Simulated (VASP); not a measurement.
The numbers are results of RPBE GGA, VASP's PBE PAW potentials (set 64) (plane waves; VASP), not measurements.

Input for VASP

INCAR:
```
SYSTEM = AlN
PREC = Accurate
ENCUT = 520
EDIFF = 1E-7
NELM = 100
ALGO = Normal
LREAL = .FALSE.
LASPH = .TRUE.
ISMEAR = 0
SIGMA = 0.05
GGA = RP
LWAVE = .FALSE.
LCHARG = .FALSE.
ISIF = 4
IBRION = 2
NSW = 30
EDIFFG = -0.01
```

File POSCAR:
```
AlN
1
    1.5414934808    -2.6699450224     0.0000000000
    1.5414934808     2.6699450224     0.0000000000
    0.0000000000     0.0000000000     4.9347837591
Al N
2 2
Direct
  0.6666670000   0.3333330000   0.5000178063
  0.3333330000   0.6666670000   0.0000178063
  0.6666670000   0.3333330000   0.8819821937
  0.3333330000   0.6666670000   0.3819821937
```

KPOINTS:
```
K-points
0
Gamma
 8 8 5
```

POTCAR, in this order: Al N (PBE.64 set). Program: vasp_std.

What VASP printed:

### OUTCAR
```
 ion  position               nearest neighbor table
   1  0.667  0.333  0.500-   4 1.87   4 1.87   4 1.87   3 1.88   2 3.04   2 3.04   2 3.04   2 3.04
                             2 3.04   2 3.04
   2  0.333  0.667  0.000-   3 1.87   3 1.87   3 1.87   4 1.88   1 3.04   1 3.04   1 3.04   1 3.04
                             1 3.04   1 3.04
   3  0.667  0.333  0.882-   2 1.87   2 1.87   2 1.87   1 1.88
   4  0.333  0.667  0.382-   1 1.87   1 1.87   1 1.87   2 1.88
  LATTYP: Found a hexagonal cell.
 ALAT       =     3.0829869565
 C/A-ratio  =     1.6006502229
 Subroutine PRICEL returns:
 Original cell was already a primitive cell.
 Subroutine GETGRP returns: Found 12 space group operations
The static configuration has the point symmetry C_3v.
 The point group associated with its full space group is C_6v.
The dynamic configuration has the point symmetry C_3v.
 Subroutine INISYM returns: Found 12 space group operations
 Subroutine IBZKPT returns following result:
 Found     30 irreducible k-points:

 Following reciprocal coordinates:
            Coordinates               Weight
  0.000000  0.000000  0.000000      1.000000
  0.125000 -0.000000  0.000000      6.000000
  0.250000 -0.000000  0.000000      6.000000
...
```

OSZICAR:
```
       N       E                     dE             d eps       ncg     rms          rms(c)
DAV:   1     0.528932781932E+02    0.52893E+02   -0.76554E+03   720   0.120E+03
DAV:   2    -0.291408122073E+02   -0.82034E+02   -0.75260E+02  1060   0.223E+02
DAV:   3    -0.329394616602E+02   -0.37986E+01   -0.37840E+01   948   0.532E+01
DAV:   4    -0.329684667328E+02   -0.29005E-01   -0.29001E-01   816   0.540E+00
DAV:   5    -0.329688649452E+02   -0.39821E-03   -0.39821E-03   916   0.650E-01    0.126E+01
DAV:   6    -0.282155534500E+02    0.47533E+01   -0.16263E+01   856   0.313E+01    0.470E+00
DAV:   7    -0.282401372739E+02   -0.24584E-01   -0.67602E-01   796   0.662E+00    0.310E+00
DAV:   8    -0.282529412251E+02   -0.12804E-01   -0.71972E-02   796   0.288E+00    0.466E-01
DAV:   9    -0.282490748021E+02    0.38664E-02   -0.19277E-02   920   0.109E+00    0.244E-01
DAV:  10    -0.282499882191E+02   -0.91342E-03   -0.34721E-03   796   0.458E-01    0.149E-01
DAV:  11    -0.282498704822E+02    0.11774E-03   -0.40280E-04   844   0.157E-01    0.329E-02
DAV:  12    -0.282498763423E+02   -0.58601E-05   -0.16613E-05   752   0.425E-02    0.117E-02
DAV:  13    -0.282498758743E+02    0.46798E-06   -0.10867E-05   892   0.250E-02    0.738E-03
DAV:  14    -0.282498758162E+02    0.58177E-07   -0.83107E-07   836   0.826E-03
   1 F= -.28249876E+02 E0= -.28249876E+02  d E =-.282499E+02
       N       E                     dE             d eps       ncg     rms          rms(c)
DAV:   1    -0.282500549489E+02   -0.17907E-03   -0.85937E-03   720   0.888E-01    0.453E-02
DAV:   2    -0.282500145379E+02    0.40411E-04   -0.66735E-05   900   0.799E-02    0.256E-02
DAV:   3    -0.282499926800E+02    0.21858E-04   -0.29948E-05   892   0.489E-02    0.167E-03
DAV:   4    -0.282499928817E+02   -0.20167E-06   -0.19571E-06   796   0.131E-02    0.141E-03
DAV:   5    -0.282499928870E+02   -0.52771E-08   -0.31783E-08   412   0.182E-03
   2 F= -.28249993E+02 E0= -.28249993E+02  d E =-.117071E-03
       N       E                     dE             d eps       ncg     rms          rms(c)
DAV:   1    -0.282500699545E+02   -0.77073E-04   -0.72681E-03   720   0.817E-01    0.417E-02
DAV:   2    -0.282500357383E+02    0.34216E-04   -0.56466E-05   900   0.735E-02    0.235E-02
DAV:   3    -0.282500172436E+02    0.18495E-04   -0.25321E-05   892   0.450E-02    0.155E-03
DAV:   4    -0.282500174135E+02   -0.16996E-06   -0.16608E-06   792   0.120E-02    0.130E-03
DAV:   5    -0.282500174169E+02   -0.34240E-08   -0.27223E-08   404   0.168E-03
   3 F= -.28250017E+02 E0= -.28250017E+02  d E =-.141601E-03
       N       E                     dE             d eps       ncg     rms          rms(c)
DAV:   1    -0.282500202856E+02   -0.28721E-05   -0.21064E-04   720   0.139E-01    0.708E-03
DAV:   2    -0.282500193666E+02    0.91902E-06   -0.16349E-06   896   0.125E-02    0.400E-03
DAV:   3    -0.282500188534E+02    0.51326E-06   -0.72860E-07   892   0.761E-03    0.260E-04
DAV:   4    -0.282500188600E+02   -0.66434E-08   -0.42826E-08   360   0.201E-03
   4 F= -.28250019E+02 E0= -.28250019E+02  d E =-.143044E-03
       N       E                     dE             d eps       ncg     rms          rms(c)
DAV:   1    -0.282500079372E+02    0.10916E-04   -0.10948E-02   720   0.962E-01    0.193E-02
DAV:   2    -0.282500162446E+02   -0.83074E-05   -0.16671E-04   848   0.114E-01    0.123E-02
DAV:   3    -0.282500108998E+02    0.53448E-05   -0.61655E-06   824   0.290E-02    0.442E-03
DAV:   4    -0.282500107370E+02    0.16274E-06   -0.45104E-06   856   0.182E-02    0.214E-03
DAV:   5    -0.282500107356E+02    0.13872E-08   -0.24890E-07   608   0.471E-03
   5 F= -.28250011E+02 E0= -.28250011E+02  d E =0.812436E-05
       N       E                     dE             d eps       ncg     rms          rms(c)
DAV:   1    -0.282500325224E+02   -0.21785E-04   -0.34323E-03   720   0.539E-01    0.110E-02
DAV:   2    -0.282500347204E+02   -0.21981E-05   -0.51707E-05   844   0.639E-02    0.707E-03
DAV:   3    -0.282500330697E+02    0.16507E-05   -0.21688E-06   820   0.172E-02    0.238E-03
DAV:   4    -0.282500330576E+02    0.12156E-07   -0.14651E-06   800   0.102E-02    0.123E-03
DAV:   5    -0.282500330601E+02   -0.25580E-08   -0.65093E-08   360   0.245E-03
   6 F= -.28250033E+02 E0= -.28250033E+02  d E =-.142001E-04
```

File OUTCAR:
```
------------------------ aborting loop because EDIFF is reached ----------------------------------------
  FORCE on cell =-STRESS in cart. coord.  units (eV):
  Direction    XX          YY          ZZ          XY          YZ          ZX
  --------------------------------------------------------------------------------------
  Total        3.3101203      3.3101203      3.3117464      0.0000000      0.0000000      0.0000000
  in kB      130.5606284    130.5606277    130.6247632      0.0000000      0.0000000      0.0000000
  external PRESSURE =     130.5820064 kB  Pullay stress =       0.0000000 kB
  volume of cell :       40.62
      direct lattice vectors                 reciprocal lattice vectors
     1.542779524 -2.672172513  0.000000000     0.324090379 -0.187113668  0.000000000
     1.542779524  2.672172513  0.000000000     0.324090379  0.187113668  0.000000000
     0.000000000  0.000000000  4.926560033     0.000000000  0.000000000  0.202981389
  FREE ENERGIE OF THE ION-ELECTRON SYSTEM (eV)
  ---------------------------------------------------
  free  energy   TOTEN  =       -28.2500330601 eV

  energy  without entropy=      -28.2500330601  energy(sigma->0) =      -28.25003306

 reached required accuracy - stopping structural energy minimisation
```
(Selected blocks of OUTCAR.)

File CONTCAR:
```
AlN
   1.00000000000000
     1.5427795239669957   -2.6721725133046181    0.0000000000000000
     1.5427795239669957    2.6721725133046181    0.0000000000000000
     0.0000000000000000    0.0000000000000000    4.9265600330081893
  Al              N
     2     2
Direct
     0.6666669999999968    0.3333330000000032    0.4996382527918015
     0.3333330000000032    0.6666669999999968    0.9996382527918014
     0.6666669999999968    0.3333330000000032    0.8823617472081965
     0.3333330000000032    0.6666669999999968    0.3823617472081964
```

The compound is AlN in the wurtzite structure. This cell is one point of a volume scan, at 0.94 of the reference volume. Symmetry was kept, so distortions that lower it aren't found.
